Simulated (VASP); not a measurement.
Here is the system:

```xyz
2
Lattice="1.3283 -2.3006 0.0000 1.3283 2.3006 0.0000 0.0000 0.0000 4.8360" Properties=species:S:1:pos:R:3 pbc="T T T"
Zn     1.3283     0.7669     1.2090
Zn     1.3283    -0.7669     3.6270
```

These are rev-vdW-DF2, VASP's PBE PAW potentials (set 64) (plane waves; VASP) values and carry that method's errors. Numerical set-up: 520 eV cut-off, Gaussian smearing of 0.050 eV, potentials Zn.

Give the energies of bands 11 to 15 at the high-symmetry points, in eV from the Fermi level.

```csv
band,Γ,M,K,A,L,H
11,-7.22,-2.98,-0.15,-7.32,-1.96,0.84
12,-3.64,-2.32,-0.15,-7.32,-1.96,0.84
13,-2.87,2.77,0.04,5.04,0.05,1.80
14,14.48,3.56,5.13,5.04,0.05,1.80
15,17.27,4.27,6.26,18.63,10.53,2.05
```

It has no gap at this level: it comes out as a metal or semimetal.

The compound is Zn in the hcp structure. It was relaxed first.
